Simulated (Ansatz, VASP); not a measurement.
**Two plane-wave programs on Al2Si**

Contents of INCAR:

```
SYSTEM = Al2Si
PREC = Accurate ; ENCUT = 520
EDIFF = 1E-7 ; ISMEAR = 0
SIGMA = 0.1 ; LREAL = .False.
LASPH = .True. ; NELM = 100
ALGO = Fast ; ISIF = 2
LWAVE = .False. ; LCHARG = .False.
GGA = PE ; NBANDS = 19
```

KPOINTS

```
Automatic mesh
0
Gamma
  6 6 2
  0 0 0
```

File POSCAR:

```
Al2Si
1.0
    2.8511809969      0.0000000000      0.0000000000
    0.0000000000      2.8511809969      0.0000000000
    0.0000000000      0.0000000000     11.6214331557
Al Si
4 2
Direct
    0.0000000000      0.0000000000      0.8282059974
    0.0000000000      0.0000000000      0.1717940026
    0.0000000000      0.0000000000      0.5000000000
    0.5000000000      0.5000000000      0.0000000000
    0.5000000000      0.5000000000      0.3378165135
    0.5000000000      0.5000000000      0.6621834865
```

Input for Ansatz:

```yaml
crystal:
  lattice:
    - [2.8511809969, 0.0, 0.0]
    - [0.0, 2.8511809969, 0.0]
    - [0.0, 0.0, 11.6214331557]
  atoms:
    - { symbol: Al, position: [0.0, 0.0, 0.8282059974] }
    - { symbol: Al, position: [0.0, 0.0, 0.1717940026] }
    - { symbol: Al, position: [0.0, 0.0, 0.5] }
    - { symbol: Al, position: [0.5, 0.5, 0.0] }
    - { symbol: Si, position: [0.5, 0.5, 0.3378165135] }
    - { symbol: Si, position: [0.5, 0.5, 0.6621834865] }
basis:
  ecutwfc: 420
kpoints:
  mp_grid: { grid: [6, 6, 2] }
hamiltonian:
  xc: pbe
scf:
  occupations: { method: gaussian, width: 0.1 }
  lower_state_search: "off"
output:
  forces: true
  stress: true
  eigenvalues: true
```

Change from the starting cell: the structure that the rattled cell fell into.

Alike in both runs: task single point; functional PBE; k mesh 6 × 6 × 2; occupations gaussian, width 0.1 eV; no spin polarisation.

|  | VASP | Ansatz |
| --- | --- | --- |
| version | VASP 6.6.1 | Ansatz 0.2.0 |
| potentials or method | VASP PAW PBE potentials, release 64 (Al, Si) | scalar-relativistic, plane waves, PAW |
| plane-wave cutoff (eV) | 520 | 420 |
| valence electrons in the cell | 20 | 20 |

|  | VASP | Ansatz | Ansatz less VASP |
| --- | --- | --- | --- |
| gap on the k mesh at the Fermi level (eV) | none | none | - |
| pressure (GPa) | -0.4 | -0.3 | +0.05 |
| largest component of the traceless stress (GPa) | 2.02 | 2.01 | -0.009 |
| rms of the force components (eV/Å) | 0.058 | 0.058 | -0.0003 |

Atom by atom the forces differ by 0.000 eV/Å (rms over components). A gap of «none» marks a metal or a gap that the smearing closes.

Caveats: the k mesh is coarse (spacing up to 0.37 Å⁻¹), so the values aren't converged.
